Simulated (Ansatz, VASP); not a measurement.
## LiAl2O3: VASP beside Ansatz

Contents of INCAR:

```
SYSTEM = LiAl2O3
PREC     = Accurate       ! precision mode
ENCUT    = 600            ! plane-wave cutoff, eV
EDIFF    = 1E-6           ! SCF threshold, eV
ISMEAR   = 0              ! smearing method
SIGMA    = 0.1            ! smearing width, eV
LREAL    = .FALSE.        ! projectors in reciprocal space
LASPH    = .TRUE.         ! aspherical terms in the spheres
NELM     = 100            ! most SCF steps
ALGO     = Normal         ! electronic algorithm
ISIF     = 3              ! what is computed and relaxed
LWAVE    = .FALSE.        ! write WAVECAR
LCHARG   = .FALSE.        ! write CHGCAR
GGA      = PE             ! functional
IBRION   = 2              ! ionic algorithm
NSW      = 100            ! ionic steps
EDIFFG   = -0.01          ! ionic threshold
```

Contents of KPOINTS:

```
regular mesh
0
G
  12 12 6
  0 0 0
```

Contents of POSCAR:

```
LiAl2O3
1.0
    2.9922510436      0.0000000000      0.0000000000
   -1.4961255218      2.5913654183      0.0000000000
    0.0000000000      0.0000000000      7.4985581731
Li Al O
1 2 3
Direct
    0.0000000000      0.0000000000      0.5000000000
    0.6666666667      0.3333333333      0.1740769548
    0.3333333333      0.6666666667      0.8259230452
    0.0000000000      0.0000000000      0.0000000000
    0.3333333333      0.6666666667      0.2951118309
    0.6666666667      0.3333333333      0.7048881691
```

Input for Ansatz:

```yaml
crystal:
  lattice:
    - [2.9922510436, 0.0, 0.0]
    - [-1.4961255218, 2.5913654183, 0.0]
    - [0.0, 0.0, 7.4985581731]
  atoms:
    - { symbol: Li, position: [0.0, 0.0, 0.5] }
    - { symbol: Al, position: [0.6666666667, 0.3333333333, 0.1740769548] }
    - { symbol: Al, position: [0.3333333333, 0.6666666667, 0.8259230452] }
    - { symbol: O, position: [0.0, 0.0, 0.0] }
    - { symbol: O, position: [0.3333333333, 0.6666666667, 0.2951118309] }
    - { symbol: O, position: [0.6666666667, 0.3333333333, 0.7048881691] }
basis:
  ecutwfc: 420
kpoints:
  mp_grid: { grid: [12, 12, 6] }
hamiltonian:
  xc: pbe
scf:
  occupations: { method: gaussian, width: 0.1 }
output:
  forces: true
  stress: true
  eigenvalues: true
relax:
  adjacent_minimum: "off"
  f_tol: 0.01
  max_steps: 80
  cell: { stress_tol: 0.05 }
```

Alike in both runs: task relaxation of cell and atoms; functional PBE; k mesh 12 × 12 × 6; occupations gaussian, width 0.1 eV; no spin polarisation.

|  | VASP | Ansatz |
| --- | --- | --- |
| version | VASP 6.6.1 | Ansatz 0.2.0 |
| potentials or method | VASP PAW PBE potentials, release 64 (Li_sv, Al, O) | scalar-relativistic, plane waves, PAW |
| plane-wave cutoff (eV) | 600 | 420 |
| valence electrons in the cell | 27 | 27 |

|  | VASP | Ansatz | Ansatz less VASP |
| --- | --- | --- | --- |
| gap on the k mesh at the Fermi level, each at its own relaxed structure (eV) | none | none | - |
| relaxed volume (Å³/atom) | 9.72 | 14.59 | +4.869 |
| relaxed cell length with the largest relative difference (Å) | 7.522 | 12.039 | +4.5177 |
| energy change over the relaxation (meV/atom) | 0 | -174 | -173.8 |

A gap of «none» marks a metal or a gap that the smearing closes. One of these differences is far larger than is usual between the two programs; its cause wasn't traced.

Caveats: the cutoff is under 1.25 times the usual one of these potentials, so pressure, stress and relaxed cells hold a basis-set (Pulay) error (VASP); an odd number of electrons without spin polarisation forces a metal; a magnetic or distorted state may lie lower.
